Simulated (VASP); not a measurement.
Method: LDA (Ceperley-Alder, Perdew-Zunger), VASP's LDA PAW potentials (set 64) (plane waves; VASP).

VASP ran on this input.

### POSCAR
```
TiB2
1.0
  1.4588786628  -2.5268520009   0.0000000000
  1.4588786628   2.5268520009   0.0000000000
  0.0000000000   0.0000000000   3.0425660808
Ti B
1 2
Cart
  2.9177573256   0.0000000000   0.0000000000
  1.4588786628   0.8422856849   1.5212830404
  1.4588786628  -0.8422856849   1.5212830404
```

### INCAR
```
SYSTEM  =  TiB2
NSW  =  40   # most ionic steps
LWAVE  =  F
PSTRESS  =  450
LREAL  =  F   # projection in real space or not
ISMEAR  =  1   # Methfessel-Paxton
LASPH  =  T   # aspherical one-centre terms
NELM  =  100   # most electronic steps
EDIFF  =  1E-6   # SCF stop (eV)
ISIF  =  3
LMAXMIX  =  4   # l cut-off of mixed one-centre charges
EDIFFG  =  -0.02   # ionic stop
ENCUT  =  620
IBRION  =  2
PREC  =  Accurate
ALGO  =  Normal
SIGMA  =  0.1   # width (eV)
LCHARG  =  F
```

File KPOINTS:
```
Automatic mesh
0
Gamma
12 12 10
0 0 0
```

POTCAR, in this order: Ti_sv B (LDA.64 set). Program: vasp_std.

Output

File OSZICAR:
```
       N       E                     dE             d eps       ncg     rms          rms(c)
DAV:   1     0.140002062691E+03    0.14000E+03   -0.10624E+04  2964   0.183E+03
DAV:   2    -0.212077339915E+02   -0.16121E+03   -0.15636E+03  3039   0.428E+02
DAV:   3    -0.317273636627E+02   -0.10520E+02   -0.10386E+02  4177   0.101E+02
DAV:   4    -0.321200963736E+02   -0.39273E+00   -0.39248E+00  3792   0.182E+01
DAV:   5    -0.321312092651E+02   -0.11113E-01   -0.11112E-01  4309   0.255E+00    0.199E+01
DAV:   6    -0.266838629581E+02    0.54473E+01   -0.24764E+01  3891   0.639E+01    0.465E+00
DAV:   7    -0.267263732462E+02   -0.42510E-01   -0.14476E+00  3137   0.147E+01    0.414E+00
DAV:   8    -0.267377507568E+02   -0.11378E-01   -0.15107E-01  4464   0.352E+00    0.629E-01
DAV:   9    -0.267356341677E+02    0.21166E-02   -0.31845E-02  3807   0.243E+00    0.249E-01
DAV:  10    -0.267352028146E+02    0.43135E-03   -0.43939E-03  3636   0.104E+00    0.116E-01
DAV:  11    -0.267351137409E+02    0.89074E-04   -0.23047E-04  3578   0.193E-01    0.497E-02
DAV:  12    -0.267351064058E+02    0.73351E-05   -0.32058E-05  3620   0.727E-02    0.103E-02
DAV:  13    -0.267351064980E+02   -0.92217E-07   -0.53820E-06  3496   0.300E-02
   1 F= -.20434666E+02 E0= -.20434618E+02  d E =-.204347E+02
       N       E                     dE             d eps       ncg     rms          rms(c)
DAV:   1    -0.278264484700E+02   -0.10913E+01   -0.42510E+01  3199   0.103E+02    0.136E+01
DAV:   2    -0.260611217697E+02    0.17653E+01   -0.66630E+00  3942   0.444E+01    0.250E+00
DAV:   3    -0.259625044046E+02    0.98617E-01   -0.48511E-01  3669   0.650E+00    0.826E-01
DAV:   4    -0.259845854944E+02   -0.22081E-01   -0.20893E-01  3888   0.325E+00    0.625E-01
DAV:   5    -0.260104152202E+02   -0.25830E-01   -0.33278E-02  4447   0.146E+00    0.209E-01
DAV:   6    -0.260163263642E+02   -0.59111E-02   -0.81385E-03  4114   0.560E-01    0.113E-01
DAV:   7    -0.260170457923E+02   -0.71943E-03   -0.16283E-03  3849   0.349E-01    0.101E-01
DAV:   8    -0.260175995634E+02   -0.55377E-03   -0.12463E-03  4184   0.290E-01    0.191E-02
DAV:   9    -0.260176085744E+02   -0.90111E-05   -0.15299E-04  3237   0.112E-01    0.174E-02
DAV:  10    -0.260176134243E+02   -0.48499E-05   -0.16191E-05  2979   0.408E-02    0.383E-03
DAV:  11    -0.260176137528E+02   -0.32844E-06   -0.16331E-06  2435   0.113E-02
   2 F= -.20333850E+02 E0= -.20333826E+02  d E =0.100816E+00
       N       E                     dE             d eps       ncg     rms          rms(c)
DAV:   1    -0.274308996140E+02   -0.14133E+01   -0.19275E+01  3284   0.744E+01    0.101E+01
DAV:   2    -0.265940322896E+02    0.83687E+00   -0.56060E+00  3605   0.359E+01    0.164E+00
DAV:   3    -0.265194064304E+02    0.74626E-01   -0.43202E-01  3889   0.800E+00    0.545E-01
DAV:   4    -0.265356097410E+02   -0.16203E-01   -0.10090E-01  3700   0.208E+00    0.416E-01
DAV:   5    -0.265506125335E+02   -0.15003E-01   -0.22205E-02  4623   0.114E+00    0.404E-01
DAV:   6    -0.265547130916E+02   -0.41006E-02   -0.56098E-03  3879   0.734E-01    0.143E-01
DAV:   7    -0.265549203584E+02   -0.20727E-03   -0.11435E-03  4363   0.248E-01    0.147E-01
DAV:   8    -0.265552299428E+02   -0.30958E-03   -0.32300E-04  3722   0.201E-01    0.577E-02
DAV:   9    -0.265552717160E+02   -0.41773E-04   -0.27767E-04  4072   0.179E-01    0.298E-03
DAV:  10    -0.265552733021E+02   -0.15861E-05   -0.15297E-05  3480   0.365E-02    0.657E-03
DAV:  11    -0.265552734072E+02   -0.10514E-06   -0.70062E-07  1877   0.980E-03
   3 F= -.20472815E+02 E0= -.20472777E+02  d E =-.381492E-01
       N       E                     dE             d eps       ncg     rms          rms(c)
DAV:   1    -0.265510787950E+02    0.41945E-02   -0.20971E-03  3224   0.744E-01    0.101E-01
DAV:   2    -0.265509876430E+02    0.91152E-04   -0.47293E-04  3681   0.341E-01    0.171E-02
DAV:   3    -0.265509810665E+02    0.65765E-05   -0.35142E-05  3826   0.672E-02    0.605E-03
DAV:   4    -0.265509822964E+02   -0.12299E-05   -0.11144E-05  3535   0.233E-02    0.447E-03
DAV:   5    -0.265509837947E+02   -0.14984E-05   -0.18952E-06  2951   0.873E-03    0.175E-03
DAV:   6    -0.265509840681E+02   -0.27340E-06   -0.58542E-07  1662   0.531E-03
   4 F= -.20472833E+02 E0= -.20472795E+02  d E =-.381674E-01
       N       E                     dE             d eps       ncg     rms          rms(c)
DAV:   1    -0.265466742485E+02    0.43095E-02   -0.21341E-03  3224   0.760E-01    0.101E-01
DAV:   2    -0.265465824841E+02    0.91764E-04   -0.48657E-04  3737   0.346E-01    0.167E-02
DAV:   3    -0.265465763002E+02    0.61839E-05   -0.34919E-05  3815   0.669E-02    0.585E-03
DAV:   4    -0.265465778817E+02   -0.15815E-05   -0.11509E-05  3559   0.236E-02    0.470E-03
DAV:   5    -0.265465795586E+02   -0.16769E-05   -0.21262E-06  3073   0.905E-03    0.190E-03
DAV:   6    -0.265465798419E+02   -0.28329E-06   -0.55336E-07  1615   0.540E-03
   5 F= -.20472821E+02 E0= -.20472783E+02  d E =-.381548E-01
       N       E                     dE             d eps       ncg     rms          rms(c)
DAV:   1    -0.265451756042E+02    0.14040E-02   -0.41710E-02  3219   0.335E+00    0.209E-01
DAV:   2    -0.265446631459E+02    0.51246E-03   -0.18591E-03  3029   0.461E-01    0.119E-01
DAV:   3    -0.265444105328E+02    0.25261E-03   -0.39060E-04  3595   0.262E-01    0.165E-02
DAV:   4    -0.265444098410E+02    0.69183E-06   -0.24273E-05  3102   0.592E-02    0.907E-03
DAV:   5    -0.265444089485E+02    0.89250E-06   -0.19879E-06  2852   0.181E-02
   6 F= -.20473168E+02 E0= -.20473186E+02  d E =-.346888E-03
```

OUTCAR:
```
------------------------ aborting loop because EDIFF is reached ----------------------------------------
  FORCE on cell =-STRESS in cart. coord.  units (eV):
  Direction    XX          YY          ZZ          XY          YZ          ZX
  --------------------------------------------------------------------------------------
  Total        6.1087928      6.1087930      6.1127067      0.0000000      0.0000000      0.0000000
  in kB      452.7833081    452.7833235    453.0734052      0.0000000      0.0000000      0.0000000
  external PRESSURE =       2.8800123 kB  Pullay stress =     450.0000000 kB
  volume of cell :       21.62
      direct lattice vectors                 reciprocal lattice vectors
     1.442806534 -2.499014265 -0.000000000     0.346546809 -0.200078890  0.000000000
     1.442806534  2.499014265  0.000000000     0.346546809  0.200078890 -0.000000000
     0.000000000  0.000000000  2.997565897    -0.000000000 -0.000000000  0.333604009
 POSITION                                       TOTAL-FORCE (eV/Angst)
 -----------------------------------------------------------------------------------
      0.00000      0.00000      2.99757         0.000000     -0.000000      0.000000
      1.44281      0.83301      1.49878         0.000000     -0.000000      0.000000
      1.44281     -0.83301      1.49878        -0.000000      0.000000      0.000000
 -----------------------------------------------------------------------------------
    total drift:                               -0.000000      0.000000      0.000000
  FREE ENERGIE OF THE ION-ELECTRON SYSTEM (eV)
  ---------------------------------------------------
  free  energy   TOTEN  =       -26.5444089485 eV

  energy  without entropy=      -26.5444634602  energy(sigma->0) =      -26.54442712
  enthalpy is  TOTEN    =       -20.4731675383 eV   P V=        6.0712414102

 reached required accuracy - stopping structural energy minimisation
```
(Selected blocks of OUTCAR.)

File CONTCAR:
```
TiB2
   1.00000000000000
     1.4428065343240231   -2.4990142654693424   -0.0000000000000000
     1.4428065343240231    2.4990142654693424    0.0000000000000000
     0.0000000000000000    0.0000000000000000    2.9975658969442596
  Ti              B
     1     2
Direct
     0.0000000000000000    0.0000000000000000    1.0000000000000000
     0.3333330000000032    0.6666669999999968    0.5000000000000000
     0.6666669999999968    0.3333330000000032    0.5000000000000000
```

Energy and stress use the plane-wave basis of the starting cell.

The compound is TiB2 in the AlB2 type structure. This run relaxes it under an external pressure of 45 GPa. Symmetry was kept, so distortions that lower it aren't found.
